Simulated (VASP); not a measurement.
Data:

```yaml
crystal:
  lattice:
    - [2.31863, -4.01598, 0.00000]
    - [2.31863, 4.01598, 0.00000]
    - [0.00000, 0.00000, 7.30995]
  atoms:
    - { symbol: Mg, position: [0.00000, 0.00000, 0.00000] }
    - { symbol: Mg, position: [0.33333, 0.66667, 0.63367] }
    - { symbol: Mg, position: [0.66667, 0.33333, 0.36633] }
    - { symbol: Sb, position: [0.33333, 0.66667, 0.22687] }
    - { symbol: Sb, position: [0.66667, 0.33333, 0.77313] }
```

These are revPBE GGA, VASP's PBE PAW potentials (set 64) (plane waves; VASP 6.6.1) values and carry that method's errors. Numerical set-up: 520 eV cut-off, Gaussian smearing of 0.050 eV, potentials Mg Sb.

Unless said otherwise, spin-orbit coupling is left out, though it shifts the bands of the heavy elements here.

### Question
Estimate the band gap (along the path) with the smallest direct gap where there is one.

### Answer

```json
{
  "band gap (along the path)": "0.22 eV",
  "smallest direct gap (along the path)": "0.95 eV"
}
```

Only differences to runs with the same potentials and settings are physical.

The compound is Mg3Sb2 in the a-la2o3 structure. It was relaxed first.
